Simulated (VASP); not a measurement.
# Settings for BBrCl₂: excitations by TDDFT

BBrCl₂, molecule in box, 4 atoms in the cell. PBE, TDDFT by the Casida equation; PAW potentials Cl, B, Br (PBE set). VASP 6.6.1.

Wanted: first excitation within 0.05 eV.

Kernel: local xc kernel.

POSCAR of the starting run:
```
BBrCl2
1.0
   11.7000000000      0.0000000000      0.0000000000
    0.0000000000     11.7000000000      0.0000000000
    0.0000000000      0.0000000000     11.7000000000
Cl B Br
2 1 1
Direct
    0.5485662434      0.5582094000      0.6295619692
    0.5367884588      0.3577649590      0.4691858974
    0.5019935878      0.4980299128      0.5023226462
    0.4126517100      0.5859957282      0.3989294872
```

The series start from Conduction bands in the pairs: 36; Valence bands in the pairs: 12; Vacuum around the molecule (Å): 9; Plane-wave cutoff (eV): 320. Each series keeps the choices made before it, and each single choice may use up half of a tolerance. Times cover all steps of a run.

## Conduction bands in the pairs

| Conduction bands in the pairs | First excitation (eV) | Time (s) |
|---|---|---|
| 4 | 4.646 | 22 |
| 12 | 4.645 | 22 |
| 24 | 4.645 | 23 |
| 36 (reference) | 4.644 | 23 |
| 60 | refused | 25 |
| 100 | refused | 24 |

VASP's message at the runs that stop: The number of conduction bands in the BSE kernel exeeds NBANDS.Reduce NBANDSV or redo the preceeding steps with larger NBANDS.

## Valence bands in the pairs

| Valence bands in the pairs | First excitation (eV) | Time (s) |
|---|---|---|
| 1 | 4.646 | 22 |
| 3 | 4.646 | 22 |
| 6 | 4.646 | 22 |
| 12 (reference) | 4.646 | 22 |

## Vacuum around the molecule (Å)

| Vacuum around the molecule (Å) | First excitation (eV) | Time (s) |
|---|---|---|
| 6 | 4.657 | 9.9 |
| 9 | 4.646 | 22 |
| 12 (reference) | 4.646 | 63 |

## Plane-wave cutoff (eV)

| Plane-wave cutoff (eV) | First excitation (eV) | Time (s) |
|---|---|---|
| 230 | 4.691 | 7.1 |
| 280 | 4.664 | 8.5 |
| 320 | 4.657 | 9.9 |
| 390 (reference) | 4.656 | 13 |

## Question

The rows run from the loosest to the tightest. For each series: choose the loosest value from which every tighter one stays within half of the tolerance.

## Answer

- Conduction bands in the pairs: 4
- Valence bands in the pairs: 1
- Vacuum around the molecule (Å): 6
- Plane-wave cutoff (eV): 280

## All choices together

| Input | First excitation (eV) | Time (s) |
|---|---|---|
| one pair of orbitals (naive) | 4.646 | 22 |
| chosen settings | 4.664 | 8.5 |
| reference settings throughout | 4.643 | 70 |

The tolerance is met.

## The input

INCAR.step1:
```
PREC = Accurate
ENCUT = 280
ISMEAR = 0
SIGMA = 0.02
EDIFF = 1E-7
LASPH = T
LWAVE = T
LCHARG = F
LOPTICS = T
ALGO = Normal
NBANDS = 52
NEDOS = 2000
CSHIFT = 0.1
GGA = PE
```

INCAR.step2:
```
PREC = Accurate
ENCUT = 280
ISMEAR = 0
SIGMA = 0.02
EDIFF = 1E-7
LASPH = T
LWAVE = F
LCHARG = F
ALGO = TDHF
NBANDS = 52
NBANDSO = 1
NBANDSV = 4
IBSE = 2
NBSEEIG = 6
LHARTREE = T
LADDER = F
LFXC = T
ENCUTGW = 150
GGA = PE
PRECFOCK = Fast
ANTIRES = 0
OMEGAMAX = 25
CSHIFT = 0.15
NOMEGA = 1000
ISTART = 1
```

KPOINTS:
```
k-points
0
Gamma
  1 1 1
```

POSCAR:
```
BBrCl2
1.0
    8.7000000000      0.0000000000      0.0000000000
    0.0000000000      8.7000000000      0.0000000000
    0.0000000000      0.0000000000      8.7000000000
Cl B Br
2 1 1
Direct
    0.5653132239      0.5782816069      0.6742385103
    0.5494741342      0.3087183931      0.4585603448
    0.5026810319      0.4973505724      0.5031235586
    0.3825316101      0.6156494276      0.3640775862
```

Commands (each step's output is kept before the next begins):
```
cat potpaw_PBE.64/Cl/POTCAR potpaw_PBE.64/B/POTCAR potpaw_PBE.64/Br/POTCAR > POTCAR
cp INCAR.step1 INCAR
mpirun -np 4 vasp_gam > vasp.out
cp INCAR.step2 INCAR
mpirun -np 4 vasp_gam > vasp.out
```

The naive input happens to agree within the tolerance here, in 22 s.

The chosen input took VASP 6.6.1 8.5 s on 4 cores (Intel Xeon Platinum 8488C (Sapphire Rapids)), a shared host.
